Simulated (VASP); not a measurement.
Input for VASP

KPOINTS:
```
Automatic mesh
0
Gamma
7 7 7
0 0 0
```

POSCAR:
```
GaSb
1
    0.0000000000     3.0500000000     3.0500000000
    3.0500000000     0.0000000000     3.0500000000
    3.0500000000     3.0500000000     0.0000000000
Ga Sb
1 1
Direct
  0.0000000000   0.0000000000   0.0000000000
  0.2500000000   0.2500000000   0.2500000000
```

### INCAR
```
SYSTEM = GaSb
PREC = Accurate
ENCUT = 520
EDIFF = 1E-6
NELM = 100
ALGO = Normal
LREAL = .FALSE.
LASPH = .TRUE.
ISMEAR = 0
SIGMA = 0.05
GGA = MK
PARAM1 = 0.1234
PARAM2 = 1.0
LUSE_VDW = .TRUE.
AGGAC = 0.0
LMAXMIX = 4
LWAVE = .FALSE.
LCHARG = .FALSE.
IBRION = 2
ISIF = 3
NSW = 60
EDIFFG = -0.01
```

POTCAR, in this order: Ga_d Sb (PBE.64 set). Program: vasp_std.

### Question
Write an equivalent input for Quantum ESPRESSO's pw.x.

### Answer
One equivalent input (not run):
```
&CONTROL
  calculation = 'vc-relax'
  pseudo_dir = './pseudo'
  outdir = './out'
  tprnfor = .true.
  tstress = .true.
  nstep = 60
  forc_conv_thr = 0.00039
/
&SYSTEM
  ibrav = 0
  nat = 2
  ntyp = 2
  ecutwfc = 80
  occupations = 'smearing'
  smearing = 'gaussian'
  degauss = 0.003675
  input_dft = 'vdw-df-ob86'
/
&ELECTRONS
  conv_thr = 7.3e-08
  electron_maxstep = 100
/
&IONS
/
&CELL
/
ATOMIC_SPECIES
  Ga 69.723 Ga.upf
  Sb 121.760 Sb.upf
CELL_PARAMETERS angstrom
     0.0000000    3.0500000    3.0500000
     3.0500000    0.0000000    3.0500000
     3.0500000    3.0500000    0.0000000
ATOMIC_POSITIONS crystal
  Ga   0.0000000  0.0000000  0.0000000
  Sb   0.2500000  0.2500000  0.2500000
K_POINTS automatic
  7 7 7 0 0 0
```
The two are equivalent in intent, not identical: the potentials are each code's own (VASP's PAW set, PseudoDojo norm-conserving files in pw.x), so ENCUT and ecutwfc are chosen apart and not converted; conv_thr bounds pw.x's estimated SCF error, while EDIFF bounds the energy change between steps; forc_conv_thr acts on force components and is met together with etot_conv_thr.

The compound is GaSb in the zinc blende structure. This run relaxes it. Symmetry was kept, so distortions that lower it aren't found.
